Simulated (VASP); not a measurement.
Method: PBE GGA, VASP's PBE PAW potentials (set 64) (plane waves; VASP).

Input for VASP

File POSCAR:
```
SnSe2
1
    1.9050000000    -3.2995570000     0.0000000000
    1.9050000000     3.2995570000     0.0000000000
    0.0000000000     0.0000000000     6.1400000000
Sn Se
1 2
Direct
  0.0000000000   0.0000000000   0.0000000000
  0.3333330000   0.6666670000   0.2500000000
  0.6666670000   0.3333330000   0.7500000000
```

**INCAR**
```
# general
SYSTEM  = SnSe2
PREC    = Accurate
ENCUT   = 400
LREAL   = .FALSE.
LASPH   = .TRUE.
NELECT  = 26.02

# electronic loop
EDIFF   = 1E-6
NELM    = 100
ALGO    = Normal
LMAXMIX = 4

# smearing
ISMEAR  = 0
SIGMA   = 0.05

# functional
GGA     = PE

# ions
ISIF    = 2

# output
LWAVE   = .FALSE.
LCHARG  = .FALSE.
```

**KPOINTS**
```
Automatic mesh
0
Gamma
6 6 4
0 0 0
```

POTCAR, in this order: Sn_d Se (PBE.64 set). Program: vasp_std.

The resulting files:

OSZICAR:
```
       N       E                     dE             d eps       ncg     rms          rms(c)
DAV:   1     0.179932543107E+03    0.17993E+03   -0.10942E+04   816   0.146E+03
DAV:   2     0.581858689907E+01   -0.17411E+03   -0.17076E+03   920   0.345E+02
DAV:   3    -0.114160456243E+02   -0.17235E+02   -0.16610E+02  1027   0.110E+02
DAV:   4    -0.119145857737E+02   -0.49854E+00   -0.49813E+00  1005   0.200E+01
DAV:   5    -0.119253948224E+02   -0.10809E-01   -0.10808E-01  1200   0.292E+00    0.522E+00
DAV:   6    -0.116685498295E+02    0.25684E+00   -0.61034E-01  1232   0.871E+00    0.339E+00
DAV:   7    -0.116483011103E+02    0.20249E-01   -0.17714E-01  1024   0.304E+00    0.101E+00
DAV:   8    -0.116480751486E+02    0.22596E-03   -0.14191E-02   994   0.131E+00    0.274E-01
DAV:   9    -0.116485711873E+02   -0.49604E-03   -0.15779E-03   959   0.317E-01    0.815E-02
DAV:  10    -0.116485805093E+02   -0.93220E-05   -0.12464E-04  1175   0.924E-02    0.322E-02
DAV:  11    -0.116486133066E+02   -0.32797E-04   -0.49102E-05   891   0.435E-02    0.700E-03
DAV:  12    -0.116486143752E+02   -0.10686E-05   -0.22109E-06   875   0.136E-02    0.604E-03
DAV:  13    -0.116486150207E+02   -0.64552E-06   -0.23120E-06   707   0.101E-02
   1 F= -.11648615E+02 E0= -.11648134E+02  d E =-.962156E-03
```

File OUTCAR:
```
------------------------ aborting loop because EDIFF is reached ----------------------------------------
  FORCE on cell =-STRESS in cart. coord.  units (eV):
  Direction    XX          YY          ZZ          XY          YZ          ZX
  --------------------------------------------------------------------------------------
  Total        2.6326236      2.6326240      3.1961842     -0.0000000      0.0000000      0.0000000
  in kB       54.6449930     54.6450000     66.3427385     -0.0000000      0.0000000      0.0000000
  external PRESSURE =      58.5442439 kB  Pullay stress =       0.0000000 kB
  volume of cell :       77.19
      direct lattice vectors                 reciprocal lattice vectors
     1.905000000 -3.299557000  0.000000000     0.262467192 -0.151535494  0.000000000
     1.905000000  3.299557000  0.000000000     0.262467192  0.151535494  0.000000000
     0.000000000  0.000000000  6.140000000     0.000000000  0.000000000  0.162866450
 POSITION                                       TOTAL-FORCE (eV/Angst)
 -----------------------------------------------------------------------------------
      0.00000      0.00000      0.00000         0.000000      0.000000      0.000000
      1.90500      1.09985      1.53500         0.000000      0.000000      0.734251
      1.90500     -1.09985      4.60500         0.000000     -0.000000     -0.734251
 -----------------------------------------------------------------------------------
    total drift:                                0.000000      0.000000      0.000000
  FREE ENERGIE OF THE ION-ELECTRON SYSTEM (eV)
  ---------------------------------------------------
  free  energy   TOTEN  =       -11.6486150207 eV

  energy  without entropy=      -11.6476528650  energy(sigma->0) =      -11.64813394
```
(Selected blocks of OUTCAR.)

The cell is charged, with a uniform compensating background.

The compound is SnSe2 in the 1T layered structure. The cell was not relaxed at this level. The k-mesh is coarse (spacing up to 0.32 per Å, 2π included), so the numbers may not be converged in it. The run is one of a series of settings (NELECT = 26.02 against the base run), some of them coarse on purpose.
